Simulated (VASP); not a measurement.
Input for VASP

INCAR:
```
SYSTEM  =  GaN
PREC  =  Accurate; ENCUT  =  400; LREAL  =  F
LASPH  =  T
EDIFF  =  1E-6; NELM  =  100; ALGO  =  Normal
LMAXMIX  =  4
ISMEAR  =  0; SIGMA  =  0.01
ISIF  =  2
LWAVE  =  F; LCHARG  =  F
```

POSCAR:
```
GaN
2.301950
  0.0000000000   1.0000000000   1.0000000000
  1.0000000000   0.0000000000   1.0000000000
  1.0000000000   1.0000000000   0.0000000000
Ga N
1 1
Cart
  0.0000000000   0.0000000000   0.0000000000
  1.5000000000   1.5000000000   1.5000000000
```

File KPOINTS:
```
K-points
0
G
6 6 6
0 0 0
```

POTCAR, in this order: Ga_d N (LDA.64 set). Program: vasp_std.

**Question.** Translate this LDA calculation to Quantum ESPRESSO's pw.x.

**Answer.** One equivalent input (not run):
```
&CONTROL
  calculation = 'scf'
  pseudo_dir = './pseudo'
  outdir = './out'
  tprnfor = .true.
  tstress = .true.
/
&SYSTEM
  ibrav = 0
  nat = 2
  ntyp = 2
  ecutwfc = 84
  occupations = 'smearing'
  smearing = 'gaussian'
  degauss = 0.000735
  input_dft = 'pz'
/
&ELECTRONS
  conv_thr = 7.3e-08
  electron_maxstep = 100
/
ATOMIC_SPECIES
  Ga 69.723 Ga.upf
  N 14.007 N.upf
CELL_PARAMETERS angstrom
     0.0000000    2.3019500    2.3019500
     2.3019500    0.0000000    2.3019500
     2.3019500    2.3019500    0.0000000
ATOMIC_POSITIONS crystal
  Ga   0.0000000  0.0000000  0.0000000
  N    0.7500000  0.7500000  0.7500000
K_POINTS automatic
  6 6 6 0 0 0
```
The two are equivalent in intent, not identical: the potentials are each code's own (VASP's PAW set, PseudoDojo norm-conserving files in pw.x), so ENCUT and ecutwfc are chosen apart and not converted; conv_thr bounds pw.x's estimated SCF error, while EDIFF bounds the energy change between steps.

The structure comes from a computed database's GaN entry; how it stands against other phases isn't given here. The cell was not relaxed at this level. The run is one of a series of settings (GGA removed, POTCAR Ga_d N (LDA.64 set) against the base run), some of them coarse on purpose.
